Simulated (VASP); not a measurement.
HfO2, 3 atoms in the cell. The structure is cubic, space group Fm-3m (No. 225). The conventional cell has a = 5.115 Å, b = 5.115 Å, c = 5.115 Å, α = 90.00°, β = 90.00°, γ = 90.00°. Hf (site symmetry m-3m) is surrounded by 8 O at 2.21 Å. O (site symmetry -43m) has 4 Hf at 2.21 Å as nearest neighbours. Measurements of this composition are mostly on another form, of space group No. 14.

- Program: VASP 6.6.1
- Task: single point
- Functional: PBE
- Potentials or basis: VASP PAW PBE potentials, release 64 (Hf_pv, O)
- Cutoff: 520 eV
- k mesh: 6 × 6 × 6
- Occupations: gaussian, width 0.01 eV
- Spin: no spin polarisation
- Dipole correction: no
- Further INCAR settings: ALGO = Normal; EDIFF = 1e-06; NBANDS = 18

Potentials or basis: VASP PAW PBE potentials, release 64 (Hf_pv, O).

Run with:

```bash
$ cat potpaw_PBE.64/Hf_pv/POTCAR potpaw_PBE.64/O/POTCAR > POTCAR
$ mpirun -np 1 vasp_std > vasp.out
```

Hardware: 1 thread of Intel(R) Xeon(R) 6975P-C (Granite Rapids), with other jobs on the host.

Task: How long does it take, and how much memory?

Result: It took 10 s on 1 thread of Intel(R) Xeon(R) 6975P-C (Granite Rapids), with other jobs on the host, peak memory 0.15 GiB. Counts: scf iterations 13, k points 16.
